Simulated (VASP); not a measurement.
VASP input:

**INCAR**
```
! general
SYSTEM  =  Mg
PREC    =  Accurate
ENCUT   =  520
LREAL   =  .False.   ! projection in real space or not
LASPH   =  .True.   ! aspherical one-centre terms

! electronic loop
EDIFF   =  1E-7
NELM    =  100   ! most electronic steps
ALGO    =  Normal

! smearing
ISMEAR  =  1   ! Methfessel-Paxton
SIGMA   =  0.1   ! width (eV)

! functional
GGA     =  PE
IVDW    =  12

! ions
IBRION  =  2
NSW     =  30   ! most ionic steps
ISIF    =  4   ! ions and shape, fixed volume
EDIFFG  =  -0.01

! output
LWAVE   =  .False.
LCHARG  =  .False.
```

KPOINTS:
```
kpoints
0
G
  13 13 7
0 0 0
```

File POSCAR:
```
Mg
1
    1.5591009389    -2.7004424642     0.0000000000
    1.5591009389     2.7004424642     0.0000000000
    0.0000000000     0.0000000000     4.9803798658
Mg
2
Direct
  0.3333330000   0.6666670000   0.2500000000
  0.6666670000   0.3333330000   0.7500000000
```

POTCAR, in this order: Mg (PBE.64 set). Program: vasp_std.

Translate this PBE-D3(BJ) calculation to Quantum ESPRESSO's pw.x.

One equivalent input (not run):
```
&CONTROL
  calculation = 'vc-relax'
  pseudo_dir = './pseudo'
  outdir = './out'
  tprnfor = .true.
  tstress = .true.
  nstep = 30
  forc_conv_thr = 0.00039
/
&SYSTEM
  ibrav = 0
  nat = 2
  ntyp = 1
  ecutwfc = 84
  occupations = 'smearing'
  smearing = 'methfessel-paxton'
  degauss = 0.00735
  input_dft = 'pbe'
  vdw_corr = 'grimme-d3'
  dftd3_version = 4
  dftd3_threebody = .false.
/
&ELECTRONS
  conv_thr = 7.3e-09
  electron_maxstep = 100
/
&IONS
/
&CELL
  cell_dofree = 'shape'
/
ATOMIC_SPECIES
  Mg 24.305 Mg.upf
CELL_PARAMETERS angstrom
     1.5591009   -2.7004425    0.0000000
     1.5591009    2.7004425    0.0000000
     0.0000000    0.0000000    4.9803799
ATOMIC_POSITIONS crystal
  Mg   0.3333330  0.6666670  0.2500000
  Mg   0.6666670  0.3333330  0.7500000
K_POINTS automatic
  13 13 7 0 0 0
```
What does not carry over: the potentials are each code's own (VASP's PAW set, PseudoDojo norm-conserving files in pw.x), so ENCUT and ecutwfc are chosen apart and not converted; conv_thr bounds pw.x's estimated SCF error, while EDIFF bounds the energy change between steps; forc_conv_thr acts on force components and is met together with etot_conv_thr.

The compound is Mg in the hcp structure. This cell is one point of a volume scan, at 0.97 of the reference volume. Symmetry was kept, so distortions that lower it aren't found.
